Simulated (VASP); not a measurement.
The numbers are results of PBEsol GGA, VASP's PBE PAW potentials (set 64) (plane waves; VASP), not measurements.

The input files of a VASP run:

### KPOINTS
```
Automatic mesh
0
Gamma
8 8 6
0 0 0
```

**INCAR**
```
! general
SYSTEM  = FeAl
PREC    = Accurate
ENCUT   = 400   ! plane-wave cut-off (eV)
LREAL   = .FALSE.   ! projection in real space or not
LASPH   = .TRUE.   ! aspherical one-centre terms

! electronic loop
EDIFF   = 1E-6   ! SCF stop (eV)
NELM    = 100
ALGO    = Normal
LMAXMIX = 4   ! l cut-off of mixed one-centre charges

! smearing
ISMEAR  = 1   ! Methfessel-Paxton
SIGMA   = 0.1

! functional
GGA     = PS

! spin
ISPIN   = 2
MAGMOM  = 2*4.0 2*0.0

! ions
IBRION  = 2   ! conjugate gradients
NSW     = 60   ! most ionic steps
ISIF    = 3
EDIFFG  = -0.02

! output
LWAVE   = .FALSE.
LCHARG  = .FALSE.
LORBIT  = 10
```

POSCAR:
```
FeAl
1
    4.1356409946    -0.0000000000     0.0000000000
   -2.0678204973     3.5815698823    -0.0000000000
    0.0000000000     0.0000000000     4.6435903127
Fe Al
2 2
Direct
  0.3333330000   0.6666670000   0.9375215883
  0.6666670000   0.3333330000   0.4375215883
  0.3333330000   0.6666670000   0.4374784117
  0.6666670000   0.3333330000   0.9374784117
```

POTCAR, in this order: Fe Al (PBE.64 set). Program: vasp_std.

Output

File OUTCAR:
```
 ion  position               nearest neighbor table
   1  0.333  0.667  0.938-   3 2.32   3 2.32   4 2.39   4 2.39   4 2.39
   2  0.667  0.333  0.438-   4 2.32   4 2.32   3 2.39   3 2.39   3 2.39
   3  0.333  0.667  0.437-   1 2.32   1 2.32   2 2.39   2 2.39   2 2.39   4 3.33   4 3.33   4 3.33
                             4 3.33   4 3.33   4 3.33
   4  0.667  0.333  0.937-   2 2.32   2 2.32   1 2.39   1 2.39   1 2.39   3 3.33   3 3.33   3 3.33
                             3 3.33   3 3.33   3 3.33
  LATTYP: Found a hexagonal cell.
 ALAT       =     4.1356409946
 C/A-ratio  =     1.1228223917
 Subroutine PRICEL returns:
 Original cell was already a primitive cell.
 Subroutine GETGRP returns: Found 12 space group operations
The static configuration has the point symmetry C_3v.
 The point group associated with its full space group is C_6v.
The dynamic configuration has the point symmetry C_3v.
The overall configuration has the point symmetry C_3v.
 Subroutine INISYM returns: Found 12 space group operations
 Subroutine IBZKPT returns following result:
 Found     40 irreducible k-points:

 Following reciprocal coordinates:
            Coordinates               Weight
  0.000000  0.000000  0.000000      1.000000
  0.125000 -0.000000  0.000000      6.000000
  0.250000 -0.000000  0.000000      6.000000
  0.375000  0.000000  0.000000      6.000000
  0.500000 -0.000000  0.000000      3.000000
  0.125000  0.125000  0.000000      6.000000
  0.250000  0.125000  0.000000     12.000000
  0.375000  0.125000  0.000000     12.000000
  0.250000  0.250000  0.000000      6.000000
  0.375000  0.250000  0.000000      6.000000
  0.000000  0.000000  0.166667      2.000000
  0.125000 -0.000000  0.166667     12.000000
  0.250000 -0.000000  0.166667     12.000000
  0.375000  0.000000  0.166667     12.000000
  0.500000 -0.000000  0.166667      6.000000
  0.125000  0.125000  0.166667     12.000000
  0.250000  0.125000  0.166667     24.000000
...
```

File OSZICAR:
```
       N       E                     dE             d eps       ncg     rms          rms(c)
DAV:   1     0.978118865946E+02    0.97812E+02   -0.77674E+03  3040   0.948E+02
DAV:   2    -0.212524097767E+02   -0.11906E+03   -0.11067E+03  3043   0.224E+02
DAV:   3    -0.255981780497E+02   -0.43458E+01   -0.42058E+01  3671   0.544E+01
DAV:   4    -0.257041076539E+02   -0.10593E+00   -0.10552E+00  3702   0.781E+00
DAV:   5    -0.257083918711E+02   -0.42842E-02   -0.42836E-02  3791   0.163E+00    0.174E+01
DAV:   6    -0.305076510780E+02   -0.47993E+01   -0.50713E+01  3762   0.118E+02    0.311E+01
DAV:   7    -0.230321779439E+02    0.74755E+01   -0.31211E+01  3518   0.790E+01    0.377E+00
DAV:   8    -0.231177069059E+02   -0.85529E-01   -0.77066E-01  3652   0.597E+00    0.210E+00
DAV:   9    -0.230909805918E+02    0.26726E-01   -0.33116E-02  4191   0.249E+00    0.122E+00
DAV:  10    -0.230835891526E+02    0.73914E-02   -0.90206E-03  3748   0.913E-01    0.326E-01
DAV:  11    -0.230837596972E+02   -0.17054E-03   -0.12468E-03  3921   0.375E-01    0.193E-01
DAV:  12    -0.230836486445E+02    0.11105E-03   -0.13694E-04  4092   0.167E-01    0.736E-02
DAV:  13    -0.230836495241E+02   -0.87959E-06   -0.43294E-05  4285   0.846E-02    0.418E-02
DAV:  14    -0.230836541135E+02   -0.45894E-05   -0.22785E-05  3963   0.634E-02    0.201E-02
DAV:  15    -0.230836537755E+02    0.33809E-06   -0.16929E-06  2127   0.197E-02
   1 F= -.23083654E+02 E0= -.23084688E+02  d E =-.230837E+02  mag=     3.4969
       N       E                     dE             d eps       ncg     rms          rms(c)
DAV:   1    -0.230996854806E+02   -0.16031E-01   -0.18011E-01  3337   0.658E+00    0.121E+00
DAV:   2    -0.231270460722E+02   -0.27361E-01   -0.30433E-01  3925   0.889E+00    0.204E+00
DAV:   3    -0.230839315803E+02    0.43114E-01   -0.12322E-01  3897   0.582E+00    0.161E-01
DAV:   4    -0.230841340180E+02   -0.20244E-03   -0.33107E-03  3171   0.339E-01    0.103E-01
DAV:   5    -0.230840076043E+02    0.12641E-03   -0.14989E-04  4071   0.131E-01    0.274E-02
DAV:   6    -0.230840105535E+02   -0.29492E-05   -0.95362E-06  4089   0.315E-02    0.117E-02
DAV:   7    -0.230840121449E+02   -0.15915E-05   -0.14543E-06  2573   0.130E-02    0.510E-03
DAV:   8    -0.230840124646E+02   -0.31961E-06   -0.25760E-07  1616   0.575E-03
   2 F= -.23084012E+02 E0= -.23085202E+02  d E =-.358689E-03  mag=     3.5215
       N       E                     dE             d eps       ncg     rms          rms(c)
DAV:   1    -0.230857267021E+02   -0.17146E-02   -0.19026E-02  3346   0.213E+00    0.386E-01
DAV:   2    -0.230884075779E+02   -0.26809E-02   -0.30592E-02  3874   0.284E+00    0.646E-01
DAV:   3    -0.230840855114E+02    0.43221E-02   -0.12508E-02  3849   0.186E+00    0.516E-02
DAV:   4    -0.230841043575E+02   -0.18846E-04   -0.33429E-04  3174   0.107E-01    0.346E-02
DAV:   5    -0.230840897947E+02    0.14563E-04   -0.14141E-05  4606   0.444E-02    0.913E-03
DAV:   6    -0.230840894160E+02    0.37873E-06   -0.10672E-06  1775   0.129E-02
   3 F= -.23084089E+02 E0= -.23085236E+02  d E =-.435641E-03  mag=     3.5134
```

File OUTCAR:
```
------------------------ aborting loop because EDIFF is reached ----------------------------------------
  FORCE on cell =-STRESS in cart. coord.  units (eV):
  Direction    XX          YY          ZZ          XY          YZ          ZX
  --------------------------------------------------------------------------------------
  Total        0.0458172      0.0458172     -0.0278866      0.0000000      0.0000000      0.0000000
  in kB        1.0621779      1.0621778     -0.6464930      0.0000000      0.0000000      0.0000000
  external PRESSURE =       0.4926209 kB  Pullay stress =       0.0000000 kB
  volume of cell :       69.11
      direct lattice vectors                 reciprocal lattice vectors
     4.141881069  0.000000000  0.000000000     0.241436194  0.139393262 -0.000000000
    -2.070940535  3.586973944  0.000000000     0.000000000  0.278786525 -0.000000000
     0.000000000  0.000000000  4.651749355     0.000000000 -0.000000000  0.214972889
 POSITION                                       TOTAL-FORCE (eV/Angst)
 -----------------------------------------------------------------------------------
     -0.00000      2.39132      4.36102         0.000000     -0.000000     -0.000248
      2.07094      1.19566      2.03515        -0.000000     -0.000000     -0.000248
     -0.00000      2.39132      2.03513        -0.000000      0.000000      0.000248
      2.07094      1.19566      4.36101         0.000000     -0.000000      0.000248
 -----------------------------------------------------------------------------------
    total drift:                               -0.000194      0.000112     -0.000582
  FREE ENERGIE OF THE ION-ELECTRON SYSTEM (eV)
  ---------------------------------------------------
  free  energy   TOTEN  =       -23.0840894160 eV

  energy  without entropy=      -23.0875300624  energy(sigma->0) =      -23.08523630

 total charge

# of ion       s       p       d       tot
------------------------------------------
    1        0.454   0.363   6.421   7.238
    2        0.454   0.363   6.421   7.238
    3        0.469   0.401   0.000   0.870
    4        0.469   0.401   0.000   0.870
--------------------------------------------------
tot          1.846   1.528  12.841  16.216

 magnetization (x)

# of ion       s       p       d       tot
------------------------------------------
    1        0.036  -0.022   1.928   1.942
    2        0.036  -0.022   1.928   1.942
    3       -0.021  -0.056   0.000  -0.077
    4       -0.021  -0.056   0.000  -0.077
--------------------------------------------------
tot          0.030  -0.157   3.856   3.729

 reached required accuracy - stopping structural energy minimisation
```
(Selected blocks of OUTCAR.)

File CONTCAR:
```
FeAl
   1.00000000000000
     4.1418810690157928    0.0000000000000000    0.0000000000000000
    -2.0709405345078964    3.5869739439983448    0.0000000000000000
     0.0000000000000000    0.0000000000000000    4.6517493552523295
  Fe              Al
     2     2
Direct
     0.3333330000000032    0.6666669999999968    0.9375014111659652
     0.6666669999999968    0.3333330000000032    0.4375014111659651
     0.3333330000000032    0.6666669999999968    0.4374985888340349
     0.6666669999999968    0.3333330000000032    0.9374985888340348
```

The structure was generated: FeAl was put into the wurtzite type (P6_3mc), which need not be its known phase. This run relaxes it. It ends in space group P6_3/mmc. Symmetry was kept, so distortions that lower it aren't found. The start is the result of an earlier pass.
